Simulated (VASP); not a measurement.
# Ti2TeS (Pmma) in VASP: relaxation of cell and atoms with PBE

Aim: the relaxation of cell and atoms of Ti2TeS with PBE.

Program: VASP 6.6.1. These are calculated values, not measurements. Logs are shortened: lines on timing, memory, paths and dates and some standing lists are left out, and cuts for length are marked.

### Step 1. Starting point

It takes space group Pmma (No. 51, orthorhombic). The conventional cell has a = 5.328 Å, b = 4.258 Å, c = 7.580 Å, α = 90.00°, β = 90.00°, γ = 90.00°. Ti (site symmetry 2/m) is surrounded by 6 Ti at 2.60 to 2.66 Å and 2 S at 2.95 Å. Around Ti (site symmetry mm2) lie 4 Ti at 2.60 Å and 1 Te at 2.83 Å and 2 S at 2.88 Å. Te (site symmetry mm2) has 3 Ti at 2.83 to 3.03 Å as nearest neighbours. S (site symmetry mm2) has 4 Ti at 2.88 to 2.95 Å as nearest neighbours.

The cell was built by a generator and needn't be a form met in nature.

### Step 2. Relaxation of cell and atoms, PBE

Contents of INCAR:

```
PREC = Normal
ENCUT = 520
EDIFF = 1E-4
ISMEAR = 0
SIGMA = 0.15
LREAL = False
LASPH = True
NELM = 60
ALGO = Fast
ISIF = 3
LWAVE = False
LCHARG = False
GGA = PE
IBRION = 2
NSW = 24
EDIFFG = -0.08
```

Contents of KPOINTS:

```
Automatic mesh
0
Gamma
  3 3 2
```

Contents of POSCAR:

```
Ti2TeS
1.0
    5.3282399300      0.0000000000      0.0000000000
    0.0000000000      4.2583470100      0.0000000000
    0.0000000000      0.0000000000      7.5798416100
Ti Te S
4 2 2
Direct
    0.5000000000      0.0000000000      0.0000000000
    0.0000000000      0.0000000000      0.0000000000
    0.2500000000      0.5000000000      0.0909770000
    0.7500000000      0.5000000000      0.9090230000
    0.2500000000      0.5000000000      0.7174040100
    0.7500000000      0.5000000000      0.2825959900
    0.2500000000      0.0000000000      0.3466990000
    0.7500000000      0.0000000000      0.6533010000
```

Potentials or basis: VASP PAW PBE potentials, release 64 (Ti_sv, Te, S).

Launch:

```console
$ cat potpaw_PBE.64/Ti_sv/POTCAR potpaw_PBE.64/Te/POTCAR potpaw_PBE.64/S/POTCAR > POTCAR
$ mpirun -np 1 vasp_std > vasp.out
```

OUTCAR:

```text
PREC = Normal
   ENCUT = 520
   EDIFF = 1E-4
   ISMEAR = 0
   LREAL = False
   LASPH = True
   NELM = 60
   ISIF = 3
   GGA = PE
   IBRION = 2
   NSW = 24
   EDIFFG = -0.08

 ion  position               nearest neighbor table
   1  0.500  0.000  0.000-   3 2.60   4 2.60   3 2.60   4 2.60   2 2.66   2 2.66   6 3.30   5 3.30
                             6 3.30   5 3.30
   2  0.000  0.000  0.000-   3 2.60   4 2.60   3 2.60   4 2.60   1 2.66   1 2.66   6 3.30   5 3.30
                             6 3.30   5 3.30
   3  0.250  0.500  0.091-   1 2.60   2 2.60   1 2.60   2 2.60   5 2.83   6 3.03   6 3.03
   4  0.750  0.500  0.909-   1 2.60   2 2.60   1 2.60   2 2.60   6 2.83   5 3.03   5 3.03
   5  0.250  0.500  0.717-   3 2.83   4 3.03   4 3.03   2 3.30   1 3.30   2 3.30   1 3.30
   6  0.750  0.500  0.283-   4 2.83   3 3.03   3 3.03   2 3.30   1 3.30   2 3.30   1 3.30
   7  0.250  0.000  0.347-
   8  0.750  0.000  0.653-

  LATTYP: Found a simple orthorhombic cell.
 ALAT       =     4.2583470100
 B/A-ratio  =     1.2512460627
 C/A-ratio  =     1.7799962268

  Lattice vectors:

 A1 = (   0.0000000000,  -4.2583470100,   0.0000000000)
 A2 = (   5.3282399300,   0.0000000000,   0.0000000000)
 A3 = (   0.0000000000,   0.0000000000,   7.5798416100)

Analysis of symmetry for initial positions (statically):
=====================================================================
 Subroutine PRICEL returns:
 Original cell was already a primitive cell.

 Routine SETGRP: Setting up the symmetry group for a
 simple orthorhombic supercell.

 Subroutine GETGRP returns: Found  8 space group operations
 (whereof  4 operations were pure point group operations)
 out of a pool of  8 trial point group operations.

The static configuration has the point symmetry C_2h.
 The point group associated with its full space group is D_2h.

Analysis of symmetry for dynamics (positions and initial velocities):
=====================================================================
 Subroutine PRICEL returns:
 Original cell was already a primitive cell.

 Routine SETGRP: Setting up the symmetry group for a
 simple orthorhombic supercell.

 Subroutine GETGRP returns: Found  8 space group operations
 (whereof  4 operations were pure point group operations)
 out of a pool of  8 trial point group operations.

The dynamic configuration has the point symmetry C_2h.
 The point group associated with its full space group is D_2h.

 Subroutine INISYM returns: Found  8 space group operations
 (whereof  4 operations are pure point group operations),
 and found     1 'primitive' translations

----------------------------------------------------------------------------------------

                                     Primitive cell

  volume of cell :     171.9828

  direct lattice vectors                    reciprocal lattice vectors
     5.328239930  0.000000000  0.000000000     0.187679236  0.000000000  0.000000000
     0.000000000  4.258347010  0.000000000     0.000000000  0.234832905  0.000000000
     0.000000000  0.000000000  7.579841610     0.000000000  0.000000000  0.131928878

  length of vectors
     5.328239930  4.258347010  7.579841610     0.187679236  0.234832905  0.131928878

  position of ions in fractional coordinates (direct lattice)
     0.500000000  0.000000000  0.000000000
     0.000000000  0.000000000  0.000000000
     0.250000000  0.500000000  0.090977000
     0.750000000  0.500000000  0.909023000
     0.250000000  0.500000000  0.717404010
     0.750000000  0.500000000  0.282595990
     0.250000000  0.000000000  0.346699000
     0.750000000  0.000000000  0.653301000

  ion indices of the primitive-cell ions
   primitive index   ion index
                 1           1
                 2           2
                 3           3
                 4           4
                 5           5
                 6           6
                 7           7
                 8           8

----------------------------------------------------------------------------------------

 KPOINTS: Automatic mesh

Automatic generation of k-mesh.
 Grid dimensions read from file:
 generate k-points for:    3    3    2

 Generating k-lattice:

  Cartesian coordinates                     Fractional coordinates (reciprocal lattice)
     0.062559745  0.000000000  0.000000000     0.333333333  0.000000000  0.000000000
     0.000000000  0.078277635  0.000000000     0.000000000  0.333333333  0.000000000
     0.000000000  0.000000000  0.065964439     0.000000000  0.000000000  0.500000000

  Length of vectors
     0.062559745  0.078277635  0.065964439

  Shift w.r.t. Gamma in fractional coordinates (k-lattice)
     0.000000000  0.000000000  0.000000000

 Subroutine IBZKPT returns following result:
 ===========================================

 Found      8 irreducible k-points:

 Following reciprocal coordinates:
            Coordinates               Weight
  0.000000  0.000000  0.000000      1.000000
  0.333333  0.000000  0.000000      2.000000
  0.000000  0.333333  0.000000      2.000000
  0.333333  0.333333  0.000000      4.000000
  0.000000  0.000000  0.500000      1.000000
  0.333333  0.000000  0.500000      2.000000
  0.000000  0.333333  0.500000      2.000000
  0.333333  0.333333  0.500000      4.000000
   k-points           NKPTS =      8   k-points in BZ     NKDIM =      8   number of bands    NBANDS=     43
   number of dos      NEDOS =    301   number of ions     NIONS =      8
   total plane-waves  NPLWV =  30240
   dimension x,y,z NGX =    30 NGY =   24 NGZ =   42
   dimension x,y,z NGXF=    60 NGYF=   48 NGZF=   84
   ions per type =               4   2   2
   NGX,Y,Z   is equivalent  to a cutoff of   9.36,  9.37,  9.21 a.u.
   NGXF,Y,Z  is equivalent  to a cutoff of  18.72, 18.74, 18.42 a.u.
 SYSTEM =  unknown system
   PREC   = normal    normal or accurate (medium, high low for compatibility)
   ISTART =      0    job   : 0-new  1-cont  2-samecut
   ICHARG =      2    charge: 1-file 2-atom 10-const
   ISPIN  =      1    spin polarized calculation?
   LNONCOLLINEAR =      F non collinear calculations
   LSORBIT =      F    spin-orbit coupling
   LASPH  =      T    aspherical Exc in radial PAW
   ENCUT  =  520.0 eV  38.22 Ry    6.18 a.u.   9.91  7.92 14.09*2*pi/ulx,y,z
   NELM   =     60;   NELMIN=  2; NELMDL= -5     # of ELM steps
   EDIFF  = 0.1E-03   stopping-criterion for ELM
   LREAL  =      F    real-space projection
   EDIFFG = -.8E-01   stopping-criterion for IOM
   NSW    =     24    number of steps for IOM
   IBRION =      2    ionic relax: 0-MD 1-quasi-New 2-CG
   NFREE  =      1    steps in history (QN), initial steepest desc. (CG)
   ISIF   =      3    stress and relaxation
   ISYM   =      2    0-nonsym 1-usesym 2-fastsym
   POTIM  = 0.5000    time-step for ionic-motion
   TEBEG  =    0.0;   TEEND  =   0.0 temperature during run
   PSTRESS=    0.0 pullay stress
   NELECT =      72.0000    total number of electrons
   NUPDOWN=      -1.0000    fix difference up-down
   EMIN   =  10.00;   EMAX   =-10.00  energy-range for DOS
   EFERMI =   0.00;   METHOD = LEGACY
   ISMEAR =     0;   SIGMA  =   0.15  broadening in eV -4-tet -1-fermi 0-gaus
   EFERMI_NEDOS =   21; number of points for ismear=-14 and -15
   IALGO  =     68    algorithm
   IMIX   =      4    mixing-type and parameters
     AMIX     =   0.40;   BMIX     =  1.00
     AMIX_MAG =   1.60;   BMIX_MAG =  1.00
  volume/ion in A,a.u.               =      21.50       145.07
  Fermi-wavevector in a.u.,A,eV,Ry     =   1.224684  2.314317 20.406707  1.499851
  Thomas-Fermi vector in A             =   2.359749
   LORBIT       =      0    0 simple, 1 ext, 2 COOP (PROOUT), +10 PAW based schemes
   GGA     = PE    functional components
   LHFCALC =     F    Hartree Fock is set to
   AEXX    =    0.0000 exact exchange contribution
   IVDW    =     0    specifies the selected vdW correction
   LEPSILON=     F    determine dielectric tensor
   LRPA    =     F    only Hartree local field effects (RPA)
 conjugate gradient relaxation of ions
 non-spin polarized calculation
 RMM-DIIS sequential band-by-band and
 Gauss-broadening in eV      SIGMA  =   0.15
  energy-cutoff  :      520.00
  volume of cell :      171.98
 maximum number of plane-waves:      4644
   NGX = 19   NGY = 15   NGZ = 29

--------------------------------------- Ionic step        1  -------------------------------------------

 number of electron      71.9999895 magnetization

 Free energy of the ion-electron system (eV)
  ---------------------------------------------------
  ext. energy  EPLUGINS =         0.00000000
  ---------------------------------------------------
  free energy    TOTEN  =       -47.71424335 eV

  energy without entropy =      -47.63193036  energy(sigma->0) =      -47.67308686

------------------------ aborting loop because EDIFF is reached ----------------------------------------

  FORCE on cell =-STRESS in cart. coord.  units (eV):
  Direction    XX          YY          ZZ          XY          YZ          ZX
  --------------------------------------------------------------------------------------
  -------------------------------------------------------------------------------------
  Total        7.1544902      3.6549337    -19.3606499      0.0000000      0.0000000      0.0000000
  in kB       66.6506399     34.0490608   -180.3622157      0.0000000      0.0000000      0.0000000
  external PRESSURE =     -26.5541716 kB  Pullay stress =       0.0000000 kB
[... 107 lines left out ...]
  FREE ENERGIE OF THE ION-ELECTRON SYSTEM (eV)
  ---------------------------------------------------
  free  energy   TOTEN  =       -50.3683302059 eV

  energy  without entropy=      -50.2768109845  energy(sigma->0) =      -50.32257060

[... ionic steps 4 to 17 ...]

--------------------------------------- Ionic step       18  -------------------------------------------

 number of electron      71.9999997 magnetization

------------------------ aborting loop because EDIFF is reached ----------------------------------------

  FORCE on cell =-STRESS in cart. coord.  units (eV):
  Direction    XX          YY          ZZ          XY          YZ          ZX
  --------------------------------------------------------------------------------------
  -------------------------------------------------------------------------------------
  Total        0.2783260      0.1805274     -0.1378778      0.0000000      0.0000000      0.0000000
  in kB        2.5641750      1.6631714     -1.2702474      0.0000000      0.0000000      0.0000000
  external PRESSURE =       0.9856997 kB  Pullay stress =       0.0000000 kB
[... 69 lines left out ...]
  energy  without entropy=      -52.8214842030  energy(sigma->0) =      -52.85810923

--------------------------------------- Ionic step       20  -------------------------------------------

 number of electron      72.0000003 magnetization

 Free energy of the ion-electron system (eV)
  ---------------------------------------------------
  ext. energy  EPLUGINS =         0.00000000
  ---------------------------------------------------
  free energy    TOTEN  =       -52.89662259 eV

  energy without entropy =      -52.82270990  energy(sigma->0) =      -52.85966624

 E-fermi :   7.2109     XC(G=0): -10.0480

 val. band max:        7.1711143648   @ k =   0.3333   0.3333   0.5000
 cond. band min:       7.2241739398   @ k =   0.3333   0.3333   0.0000
 fundamental gap:      0.0530595749
 Fermi energy:         7.2109476033

 k-point     1 :       0.0000    0.0000    0.0000
  band No.  band energies     occupation
      1     -49.9777      2.00000
      2     -49.9698      2.00000
      3     -49.7280      2.00000
      4     -49.6817      2.00000
      5     -26.4027      2.00000
      6     -26.3893      2.00000
[... 392 lines left out ...]
  FREE ENERGIE OF THE ION-ELECTRON SYSTEM (eV)
  ---------------------------------------------------
  free  energy   TOTEN  =       -52.8966225871 eV

  energy  without entropy=      -52.8227099010  energy(sigma->0) =      -52.85966624

 reached required accuracy - stopping structural energy minimisation
```

Wall time 9 min (1 thread of AMD EPYC 9R14 (Zen 4), shared host); peak memory 0.19 GiB.

Results:

| Quantity | Value |
| --- | --- |
| Free energy | -52.8966 eV |
| Relaxed volume | 21.77 Å³/atom |
| Relaxed cell | a = 5.694 Å, b = 4.403 Å, c = 6.946 Å, α = 90.00°, β = 90.00°, γ = 90.00° |
| Space group after relaxing (to 0.05 Å) | Pmma (No. 51) |
| Energy gained by relaxing | 647.8 meV/atom |
| Ionic steps | 20 |
| Pressure after relaxing | 0.2 GPa |
| Largest force after relaxing | 0.046 eV/Å |
| Band gap on the k mesh | none (metal or under the smearing width) |

Forces on the atoms (eV/Å):
```
Ti   0.000  0.000  0.000
Ti   0.000  0.000  0.000
Ti   0.000  0.000 -0.037
Ti   0.000  0.000  0.037
Te   0.000  0.000  0.046
Te   0.000  0.000 -0.046
S    0.000  0.000 -0.043
S    0.000  0.000  0.043
```

Stress tensor (GPa, compression positive):
```
 0.25  0.00  0.00
 0.00 -0.01  0.00
 0.00  0.00  0.22
```

The path:
```
step  energy change (eV)  largest force (eV/Å)  pressure (GPa)  volume (Å³)
   1              0.0000                2.8858           -2.66       171.98
   2             -2.6324                3.1748            3.33       161.95
   3             -2.6541                3.5085            4.94       160.74
   4             -4.1767                1.9615           -1.19       171.12
   5             -4.2959                1.1155           -2.67       174.91
   6             -4.6741                1.1387            1.42       167.42
   7             -4.6745                1.1514            1.38       167.32
   8             -4.9202                1.0292           -0.35       169.56
   9             -4.9577                1.0285           -0.88       170.56
  10             -5.0933                0.3964            0.93       168.15
  11             -5.1027                0.2757            1.54       167.40
  12             -5.1411                0.3313           -0.54       172.48
  13             -5.1415                0.3392           -0.63       172.12
  14             -5.1717                0.0896           -0.11       173.36
  15             -5.1739                0.0389            0.01       173.72
  16             -5.1801                0.0916            0.08       173.86
  17             -5.1804                0.0952            0.08       173.87
  18             -5.1801                0.1167            0.10       173.91
  19             -5.1805                0.0956            0.05       173.88
  20             -5.1824                0.0458            0.15       174.16
```

Final structure:
```
Ti Te S
1.0
     5.69396    0.00000    0.00000
     0.00000    4.40346    0.00000
     0.00000    0.00000    6.94597
Ti Te S
4 2 2
Direct
  0.50000 0.00000 0.00000
  0.00000 0.00000 0.00000
  0.25000 0.50000 0.18518
  0.75000 0.50000 0.81482
  0.25000 0.50000 0.78250
  0.75000 0.50000 0.21750
  0.25000 0.00000 0.30060
  0.75000 0.00000 0.69940
```

Caveat: the k mesh is coarse (spacing up to 0.49 Å⁻¹), so the values aren't converged; the relaxation stopped at a loose force limit of 0.08 eV/Å, so its end isn't a converged minimum. The run has no spin-orbit coupling, so splittings on Te are missing.
